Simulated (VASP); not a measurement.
Input:

```
CELL_PARAMETERS angstrom
      3.21954     0.00000     0.00000
     -1.60977     2.78820     0.00000
      0.00000     0.00000     5.25948
ATOMIC_POSITIONS crystal
  Pt 0.00000 0.00000 0.00000
  Pt 0.00000 0.00000 0.50000
  B  0.33333 0.66667 0.25000
  B  0.66667 0.33333 0.75000
```

These are PBE GGA, VASP's PBE PAW potentials (set 64) (plane waves; VASP) values and carry that method's errors. Run with 520 eV cut-off, 12×12×7 Γ-centred mesh, tetrahedra with Blöchl corrections, potentials Pt B.

The cores are frozen, which limits the accuracy of field gradients.

Give the principal components of the electric field gradient (V/Å²) and the asymmetry η at each nucleus.

```tsv
atom	Vxx	Vyy	Vzz	η
Pt1	163.1	163.0	-326.1	0.00
Pt2	163.1	163.0	-326.1	0.00
B3	-0.8	-0.8	1.5	0.00
B4	-0.8	-0.8	1.5	0.00
```

The structure was generated: PtB was put into the NiAs type type (P6_3/mmc), which need not be its known phase. It was relaxed first, which changed the volume by -9 %.
